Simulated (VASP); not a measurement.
Level of theory: PBE GGA, VASP's PBE PAW potentials (set 64) (plane waves; VASP).

VASP ran on this input.

INCAR:
```
! general
SYSTEM  = Zn36O37
PREC    = Normal
ENCUT   = 400
LREAL   = Auto   ! projection in real space or not
LASPH   = T
ISYM    = 0
NELECT  = 655.0

! electronic loop
EDIFF   = 1E-5
NELM    = 100
NELMIN  = 4
ALGO    = Fast   ! Davidson, then RMM-DIIS
LMAXMIX = 4   ! l cut-off of mixed one-centre charges

! smearing
ISMEAR  = 0   ! Gaussian
SIGMA   = 0.05   ! width (eV)

! functional
GGA     = PE   ! PBE

! spin
ISPIN   = 2
MAGMOM  = 73*0.0137
NUPDOWN = 1

! ions
IBRION  = 2   ! conjugate gradients
NSW     = 120   ! most ionic steps
ISIF    = 2   ! forces and stress, cell fixed
EDIFFG  = -0.03   ! ionic stop

! output
LWAVE   = F
LCHARG  = F
LORBIT  = 10
```

### KPOINTS
```
Automatic mesh
0
Gamma
1 1 1
0 0 0
```

### POSCAR
```
Zn36O37
1
    4.9323206922    -8.5430313976     0.0000000000
    4.9323206922     8.5430313976     0.0000000000
    0.0000000000     0.0000000000    10.5847753715
Zn O
36 37
Direct
  0.2211418640   0.1099277139   0.2448776561
  0.1125514216   0.2226954567   0.9937758885
  0.2288111033   0.1176772067   0.7453566557
  0.1167706590   0.2273852605   0.5013416840
  0.2208194794   0.4458885060   0.2411054966
  0.1125836797   0.5550977512   0.9934097679
  0.2323186125   0.4371878225   0.7392155825
  0.1095953526   0.5563969978   0.4990118919
  0.2196025311   0.7761804137   0.2513967556
  0.1122216864   0.8891191970   0.9964448300
  0.2239626014   0.7759926299   0.7482639792
  0.1098308038   0.8881095895   0.5004464959
  0.5536295344   0.1131187098   0.2561752173
  0.4451282162   0.2224077925   0.9974116588
  0.5618415525   0.1068002747   0.7591704254
  0.4349146463   0.2284374814   0.5084937287
  0.5551991005   0.4447426273   0.2469262114
  0.4450212771   0.5555114273   0.9948401959
  0.5532729545   0.4418698254   0.7471751065
  0.4366720718   0.5477990917   0.5045719270
  0.5533075006   0.7741093911   0.2545661583
  0.4425850604   0.8880665293   0.0086633415
  0.5646242356   0.7925698050   0.7593733577
  0.4441994417   0.8905093536   0.5014625519
  0.8927253334   0.1135365686   0.2535718459
  0.7793126393   0.2246248045   0.0082358137
  0.8743102573   0.1032861392   0.7587759847
  0.7754283980   0.2223003309   0.5010772113
  0.8907438601   0.4471342590   0.2513897832
  0.7786060129   0.5555316034   0.9981851113
  0.8925802578   0.4444703517   0.7486332881
  0.7765344744   0.5554708546   0.5011748354
  0.8903204867   0.7769197544   0.2516391511
  0.7794571697   0.8880064968   0.0084646993
  0.8908512530   0.7783024916   0.7495075744
  0.7764572367   0.8886549968   0.5008428842
  0.2142556273   0.1002138019   0.4302449206
  0.1098134921   0.2215357465   0.1839606413
  0.2234708749   0.1107739134   0.9377330215
  0.0872445846   0.2027534187   0.7036008475
  0.2137553489   0.4519834528   0.4238622990
  0.1088704242   0.5577198802   0.1821864212
  0.2238721104   0.4443083975   0.9332475200
  0.1158310353   0.5527344745   0.6888569523
  0.2220631435   0.7789712658   0.4400184555
  0.1094217164   0.8861474239   0.1855910884
  0.2248906356   0.7788132906   0.9380545073
  0.1136001310   0.8889269476   0.6899293426
  0.5517710034   0.1142530193   0.4448848983
  0.4448433654   0.2223163898   0.1872490781
  0.5583616139   0.1091602240   0.9485484192
  0.4563230385   0.2149232166   0.7036824004
  0.5631821405   0.4502280294   0.4328777141
  0.4453189814   0.5569051739   0.1846815128
  0.5572964037   0.4446638371   0.9391131686
  0.4662640030   0.5802523950   0.7031476250
  0.5517425412   0.7726550818   0.4439484002
  0.4443259760   0.8890277628   0.1971678438
  0.5584982231   0.7827462413   0.9477760494
  0.4464406835   0.8895382985   0.6910626546
  0.8923692821   0.1137405273   0.4431680895
  0.7778159320   0.2225503035   0.1967959320
  0.8849897897   0.1091039811   0.9468968840
  0.7788849667   0.2223088279   0.6905684311
  0.8867832680   0.4443220167   0.4399938710
  0.7791664570   0.5566021734   0.1874025262
  0.8884074320   0.4427284081   0.9385378241
  0.7807209695   0.5554809078   0.6904042658
  0.8874418941   0.7775938249   0.4404508646
  0.7778101467   0.8890906238   0.1971788508
  0.8883941616   0.7785248681   0.9396071627
  0.7796716309   0.8888463627   0.6901587638
  0.3193832061   0.3392669861   0.5918760059
```

POTCAR, in this order: Zn O (PBE.64 set). Program: vasp_gam.

The resulting files:

### OSZICAR
```
       N       E                     dE             d eps       ncg     rms          rms(c)
DAV:   1     0.110291009770E+05    0.11029E+05   -0.25111E+05  1584   0.232E+03
DAV:   2     0.244664618135E+04   -0.85825E+04   -0.81806E+04  1584   0.667E+02
DAV:   3    -0.401519786320E+02   -0.24868E+04   -0.23070E+04  1656   0.283E+02
DAV:   4    -0.370678330756E+03   -0.33053E+03   -0.32350E+03  1744   0.113E+02
DAV:   5    -0.381634710786E+03   -0.10956E+02   -0.10869E+02  1776   0.204E+01    0.617E+01
RMM:   6    -0.320562796513E+03    0.61072E+02   -0.21874E+02  1584   0.221E+01    0.463E+01
RMM:   7    -0.322450110677E+03   -0.18873E+01   -0.33845E+01  1584   0.127E+01    0.207E+01
RMM:   8    -0.322852151701E+03   -0.40204E+00   -0.88185E+00  1594   0.445E+00    0.187E+01
RMM:   9    -0.320860322144E+03    0.19918E+01   -0.49312E+00  1617   0.338E+00    0.792E+00
RMM:  10    -0.320752081236E+03    0.10824E+00   -0.65544E-01  1585   0.166E+00    0.374E+00
RMM:  11    -0.320712742658E+03    0.39339E-01   -0.24801E-01  1605   0.964E-01    0.139E+00
RMM:  12    -0.320713662278E+03   -0.91962E-03   -0.95946E-02  1596   0.498E-01    0.758E-01
RMM:  13    -0.320717326978E+03   -0.36647E-02   -0.39894E-02  1609   0.322E-01    0.305E-01
RMM:  14    -0.320718918002E+03   -0.15910E-02   -0.99472E-03  1608   0.168E-01    0.159E-01
RMM:  15    -0.320719337229E+03   -0.41923E-03   -0.27707E-03  1601   0.100E-01    0.753E-02
RMM:  16    -0.320719471312E+03   -0.13408E-03   -0.82704E-04  1665   0.470E-02    0.332E-02
RMM:  17    -0.320719501917E+03   -0.30605E-04   -0.13650E-04  1401   0.202E-02    0.226E-02
RMM:  18    -0.320719522397E+03   -0.20481E-04   -0.40709E-05  1125   0.113E-02    0.102E-02
RMM:  19    -0.320719527348E+03   -0.49502E-05   -0.99774E-06   956   0.524E-03
   1 F= -.32071953E+03 E0= -.32071953E+03  d E =-.320720E+03  mag=     1.0000
       N       E                     dE             d eps       ncg     rms          rms(c)
DAV:   1    -0.320719529221E+03   -0.68238E-05   -0.76942E-01  1736   0.166E+00    0.183E-01
RMM:   2    -0.320721308907E+03   -0.17797E-02   -0.19940E-02  1584   0.292E-01    0.134E-01
RMM:   3    -0.320721404813E+03   -0.95905E-04   -0.24091E-03  1584   0.106E-01    0.685E-02
RMM:   4    -0.320721374298E+03    0.30514E-04   -0.30169E-04  1619   0.382E-02    0.503E-02
RMM:   5    -0.320721362888E+03    0.11410E-04   -0.77271E-05  1421   0.196E-02    0.212E-02
RMM:   6    -0.320721363394E+03   -0.50533E-06   -0.30799E-05  1092   0.909E-03
   2 F= -.32072136E+03 E0= -.32072136E+03  d E =-.183605E-02  mag=     1.0000
       N       E                     dE             d eps       ncg     rms          rms(c)
DAV:   1    -0.320721269884E+03    0.93005E-04   -0.73659E-02  1712   0.515E-01    0.600E-02
RMM:   2    -0.320721445497E+03   -0.17561E-03   -0.19701E-03  1584   0.913E-02    0.438E-02
RMM:   3    -0.320721455500E+03   -0.10003E-04   -0.24046E-04  1549   0.335E-02    0.219E-02
RMM:   4    -0.320721453009E+03    0.24909E-05   -0.31182E-05  1050   0.123E-02
   3 F= -.32072145E+03 E0= -.32072145E+03  d E =-.192566E-02  mag=     1.0000
```

**OUTCAR**
```
------------------------ aborting loop because EDIFF is reached ----------------------------------------
  FORCE on cell =-STRESS in cart. coord.  units (eV):
  Direction    XX          YY          ZZ          XY          YZ          ZX
  --------------------------------------------------------------------------------------
  Total       -9.4014475     -9.4020934    -13.4746813      0.0505845     -1.4312599      0.3689058
  in kB      -16.8861388    -16.8872990    -24.2021603      0.0908560     -2.5707162      0.6625996
  external PRESSURE =     -19.3251994 kB  Pullay stress =       0.0000000 kB
  volume of cell :      892.02
      direct lattice vectors                 reciprocal lattice vectors
     4.932320692 -8.543031398  0.000000000     0.101372160 -0.058527234  0.000000000
     4.932320692  8.543031398  0.000000000     0.101372160  0.058527234  0.000000000
     0.000000000  0.000000000 10.584775371     0.000000000  0.000000000  0.094475316
  FREE ENERGIE OF THE ION-ELECTRON SYSTEM (eV)
  ---------------------------------------------------
  free  energy   TOTEN  =      -320.7214530086 eV

  energy  without entropy=     -320.7214529121  energy(sigma->0) =     -320.72145296

 total charge

# of ion       s       p       d       tot
------------------------------------------
    1        0.447   0.466   9.895  10.809
    2        0.443   0.460   9.895  10.798
    3        0.432   0.441   9.890  10.762
    4        0.437   0.441   9.863  10.741
    5        0.452   0.475   9.898  10.825
    6        0.445   0.463   9.895  10.803
    7        0.417   0.420   9.889  10.726
    8        0.456   0.479   9.898  10.833
    9        0.444   0.459   9.893  10.797
   10        0.445   0.463   9.895  10.803
   11        0.443   0.458   9.893  10.794
   12        0.453   0.476   9.898  10.827
   13        0.442   0.454   9.892  10.788
   14        0.444   0.462   9.896  10.802
   15        0.460   0.499   9.905  10.865
   16        0.416   0.411   9.889  10.716
   17        0.446   0.463   9.894  10.803
   18        0.444   0.460   9.895  10.799
   19        0.435   0.446   9.891  10.771
   20        0.433   0.437   9.865  10.735
   21        0.441   0.455   9.893  10.789
   22        0.446   0.467   9.896  10.809
   23        0.466   0.509   9.902  10.876
   24        0.440   0.452   9.891  10.784
   25        0.442   0.456   9.893  10.790
   26        0.446   0.467   9.896  10.809
   27        0.467   0.511   9.900  10.878
   28        0.440   0.452   9.891  10.784
   29        0.444   0.459   9.893  10.797
   30        0.445   0.462   9.895  10.801
   31        0.443   0.458   9.894  10.794
   32        0.452   0.475   9.898  10.824
   33        0.444   0.461   9.894  10.799
   34        0.446   0.466   9.896  10.808
   35        0.442   0.457   9.894  10.792
   36        0.439   0.449   9.891  10.779
   37        1.577   3.460   0.000   5.037
   38        1.571   3.464   0.000   5.035
   39        1.572   3.465   0.000   5.037
   40        1.587   3.433   0.000   5.020
   41        1.580   3.458   0.000   5.039
   42        1.572   3.465   0.000   5.037
   43        1.572   3.458   0.000   5.030
   44        1.571   3.453   0.000   5.025
   45        1.572   3.467   0.000   5.039
   46        1.572   3.465   0.000   5.037
   47        1.571   3.465   0.000   5.036
   48        1.571   3.459   0.000   5.030
   49        1.572   3.452   0.000   5.023
   50        1.571   3.465   0.000   5.036
   51        1.571   3.471   0.000   5.042
   52        1.577   3.471   0.000   5.047
   53        1.576   3.457   0.000   5.034
   54        1.571   3.465   0.000   5.036
   55        1.572   3.467   0.000   5.038
   56        1.584   3.447   0.000   5.031
   57        1.571   3.454   0.000   5.025
   58        1.571   3.465   0.000   5.036
   59        1.572   3.470   0.000   5.042
   60        1.570   3.474   0.000   5.044
   61        1.571   3.455   0.000   5.026
   62        1.571   3.465   0.000   5.036
   63        1.572   3.468   0.000   5.040
   64        1.571   3.474   0.000   5.045
   65        1.572   3.467   0.000   5.039
   66        1.572   3.465   0.000   5.036
   67        1.571   3.465   0.000   5.036
   68        1.571   3.461   0.000   5.032
   69        1.572   3.468   0.000   5.039
   70        1.571   3.466   0.000   5.036
   71        1.571   3.464   0.000   5.035
   72        1.572   3.473   0.000   5.046
   73        1.615   3.386   0.000   5.001
--------------------------------------------------
tot         74.214 144.634 356.147 574.994

 magnetization (x)

# of ion       s       p       d       tot
------------------------------------------
    1       -0.000   0.000   0.001   0.002
    2       -0.000  -0.000   0.001  -0.000
    3       -0.001  -0.002   0.003  -0.001
    4       -0.005  -0.002   0.048   0.040
    5       -0.001  -0.000   0.002   0.001
    6       -0.000  -0.000   0.000  -0.000
    7       -0.002  -0.002   0.003  -0.002
    8       -0.001   0.000   0.001   0.000
...
```
(Selected blocks of OUTCAR.)

**CONTCAR**
```
Zn36O37
   1.00000000000000
     4.9323206922000002   -8.5430313976000001    0.0000000000000000
     4.9323206922000002    8.5430313976000001    0.0000000000000000
     0.0000000000000000    0.0000000000000000   10.5847753714999993
  Zn              O
    36    37
Direct
     0.2210953159374768    0.1099755636360934    0.2450373495185837
     0.1123469775936330    0.2226915728746350    0.9938605936376688
     0.2285947739518007    0.1175319138533677    0.7453138044219756
     0.1167232820905463    0.2273769804652586    0.5014777045853810
     0.2209178021686350    0.4458205532903707    0.2409284529215462
     0.1126206488659897    0.5549111973147426    0.9935334014596543
     0.2323841895569218    0.4371254627434983    0.7392085372467071
     0.1096813862868574    0.5563112770131367    0.4989511711760879
     0.2194555547868979    0.7760602244085399    0.2512752615006882
     0.1121440656742305    0.8890312697165901    0.9966146822821736
     0.2239561929859941    0.7759909910587238    0.7481722333633354
     0.1097214293321239    0.8882140617185045    0.5003576593517387
     0.5536370089676610    0.1132141547251349    0.2561185528622261
     0.4453033269442044    0.2224461127737977    0.9974651677934431
     0.5616928653766708    0.1067134585978396    0.7592114093578192
     0.4349318109734726    0.2285684799183670    0.5085349989013025
     0.5553924627367980    0.4449790773245633    0.2470234452652066
     0.4450703062947624    0.5556080878227293    0.9948338568746269
     0.5532735532526004    0.4419101962795827    0.7471664626587599
     0.4365253860157234    0.5474737953556889    0.5047177399525937
     0.5533393154796851    0.7740376868120299    0.2545008482712378
     0.4428034175402111    0.8881572237822857    0.0084711757780389
     0.5646024033508409    0.7924377549598339    0.7594348794698013
     0.4441659387131056    0.8904282552034446    0.5014002749359440
     0.8927163751913779    0.1135143423152364    0.2535455053327429
     0.7792992120874044    0.2245686240962153    0.0081837228004310
     0.8742938131130931    0.1032133960878084    0.7588262225470774
     0.7755465949971680    0.2223773132641320    0.5009902472844631
     0.8907173319148102    0.4472736068735197    0.2512706621653038
     0.7785950385053713    0.5555268949767711    0.9983388945132404
     0.8927099681710428    0.4445403076191097    0.7486151109113113
     0.7766785439970283    0.5556721008828662    0.5010070117628208
     0.8901559977262807    0.7767681418002161    0.2517218248605812
     0.7794020354655447    0.8880082899506314    0.0084462864422787
     0.8908605569020828    0.7783176274333962    0.7494865555719369
     0.7766081614077905    0.8886415497024741    0.5008161477732344
     0.2142290211797087    0.1002797852632356    0.4303459305649895
     0.1101538400294822    0.2216457293640452    0.1837795067289590
     0.2235443196579619    0.1107774850256841    0.9378525829598051
     0.0873572258621027    0.2026540744518886    0.7035699593432555
     0.2136547566204569    0.4520959227151332    0.4240749996736637
     0.1089461969834785    0.5577810602698661    0.1821904908568595
     0.2238823336640368    0.4441707973204862    0.9333230962706377
     0.1156956152712292    0.5526867637726933    0.6888538238045803
     0.2221667185462653    0.7789322710860560    0.4401491790109109
     0.1096932113373131    0.8863655904707152    0.1855188032332558
     0.2248887047193172    0.7788934719878526    0.9380282419869282
     0.1136102965738903    0.8887880718934162    0.6900891814946940
     0.5517454729897806    0.1141930246428068    0.4449130894807973
     0.4446497741288452    0.2221834178388641    0.1871840425153957
     0.5582443065236450    0.1091185866680444    0.9484097821347219
     0.4563209261184540    0.2150077795165312    0.7036007848390196
     0.5629749912653719    0.4501801527236690    0.4330472973275921
     0.4451634754941327    0.5566750615258684    0.1846651401854160
     0.5571573581198249    0.4445101979678644    0.9391766856810622
     0.4662199550654795    0.5800324590443734    0.7030430616809069
     0.5517033119971226    0.7729148727610980    0.4439822048340912
     0.4443322357723750    0.8891500032983107    0.1969695087885102
     0.5584980893172595    0.7828314964213858    0.9478148865414748
     0.4463993937046648    0.8896945837532270    0.6909478309503798
     0.8923505431032850    0.1138367586369228    0.4433066273586374
     0.7776236045812461    0.2224918236214675    0.1966223189290377
     0.8849641298294999    0.1090654377955759    0.9469479221622390
     0.7787947536469496    0.2223039085822035    0.6905462107032329
     0.8868562066252724    0.4443235493638237    0.4402092820662224
     0.7791077599220200    0.5564728244120306    0.1873058235357050
     0.8885013207248981    0.4427511227491779    0.9384490090545899
     0.7808818455942255    0.5555397480325226    0.6905025449414012
     0.8875018811574050    0.7775258481693980    0.4406025102430630
     0.7777078020273632    0.8890795080561673    0.1969289244977496
     0.8885872754794271    0.7786179326307230    0.9395097046094941
     0.7797200991716732    0.8888700466324713    0.6901982656758067
     0.3194372027387102    0.3396722851832802    0.5919228898829576
```

At this cut-off the stress carries a Pulay error, which pulls relaxed volumes low. The cell is charged, with a uniform compensating background. The supercell is sampled at Γ alone, which is coarse: total energies, pressure and levels can be off, energies of defects by several tenths of an eV.

The cell is a supercell with a defect, built from ZnO (wurtzite): O_i, charge -1.
